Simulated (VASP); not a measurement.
These are PBE GGA with D3 dispersion (Becke-Johnson damping), VASP's PBE PAW potentials (set 64) (plane waves; VASP 6.6.1) values and carry that method's errors.

The input files of a VASP run:

### INCAR
```
ALGO=Normal
CSHIFT=0.1
EDIFF=1E-7
ENCUT=520
GGA=PE
ISMEAR=0
IVDW=12
LASPH=T
LCHARG=F
LOPTICS=T
LREAL=F
LWAVE=F
NBANDS=36
NEDOS=1001
NELM=100
PREC=Accurate
SIGMA=0.01
SYSTEM=AlN
```

File POSCAR:
```
AlN
1
    3.1081642277    -0.0000000000     0.0000000000
   -1.5540821139     2.6917489042    -0.0000000000
    0.0000000000    -0.0000000000     4.9741439538
Al N
2 2
Direct
  0.3333330000   0.6666670000   0.0000142287
  0.6666670000   0.3333330000   0.5000142287
  0.3333330000   0.6666670000   0.3819857713
  0.6666670000   0.3333330000   0.8819857713
```

**KPOINTS**
```
K-points
0
G
 10 10 6
```

POTCAR, in this order: Al N (PBE.64 set). Program: vasp_std.

**Question.** What will the output report for the number of irreducible k-points (NKPTS), largest plane-wave count, number of space-group operations, FFT grid (NGX, NGY, NGZ)?

**Answer.** 
The number of irreducible k-points (NKPTS) is 56 and the largest plane-wave count is 1134. The number of space-group operations is 12 and the FFT grid (NGX, NGY, NGZ) comes out as 24 × 24 × 40.

The structure comes from a measured AlN entry (P6_3mc) of the Crystallography Open Database, whose conditions weren't checked. It was relaxed first.
